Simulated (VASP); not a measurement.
An input for Quantum ESPRESSO's pw.x (written as the equivalent of a VASP run, and not itself run):

```
&CONTROL
  calculation = 'scf'
  pseudo_dir = './pseudo'
  outdir = './out'
  tprnfor = .true.
  tstress = .true.
/
&SYSTEM
  ibrav = 0
  nat = 2
  ntyp = 2
  ecutwfc = 84
  occupations = 'smearing'
  smearing = 'gaussian'
  degauss = 0.003675
  input_dft = 'pbe'
/
&ELECTRONS
  conv_thr = 7.3e-08
  electron_maxstep = 100
/
ATOMIC_SPECIES
  Li 6.940 Li.upf
  F 18.998 F.upf
CELL_PARAMETERS angstrom
     0.0000000    2.0277431    2.0277431
     2.0277431    0.0000000    2.0277431
     2.0277431    2.0277431    0.0000000
ATOMIC_POSITIONS crystal
  Li   0.0000000  0.0000000  0.0000000
  F    0.5000000  0.5000000  0.5000000
K_POINTS automatic
  10 10 10 0 0 0
```

Q: Translate this input to VASP (INCAR, KPOINTS, POSCAR, choice of POTCAR).

A: Several could match; the one computed here: 
### KPOINTS
```
Automatic mesh
0
Gamma
10 10 10
0 0 0
```

POSCAR:
```
LiF
1
    0.0000000000     2.0277431141     2.0277431141
    2.0277431141     0.0000000000     2.0277431141
    2.0277431141     2.0277431141     0.0000000000
Li F
1 1
Direct
  0.0000000000   0.0000000000   0.0000000000
  0.5000000000   0.5000000000   0.5000000000
```

**INCAR**
```
SYSTEM = LiF
PREC = Accurate
ENCUT = 520
EDIFF = 1E-6
NELM = 100
ALGO = Normal
LREAL = .FALSE.
LASPH = .TRUE.
ISMEAR = 0
SIGMA = 0.05
GGA = PE
LWAVE = .FALSE.
LCHARG = .TRUE.
```

POTCAR, in this order: Li_sv F (PBE.64 set). Program: vasp_std.

What does not carry over: the potentials are each code's own (VASP's PAW set, PseudoDojo norm-conserving files in pw.x), so ENCUT and ecutwfc are chosen apart and not converted; conv_thr bounds pw.x's estimated SCF error, while EDIFF bounds the energy change between steps.

The compound is LiF in the rock salt structure. It was relaxed first.
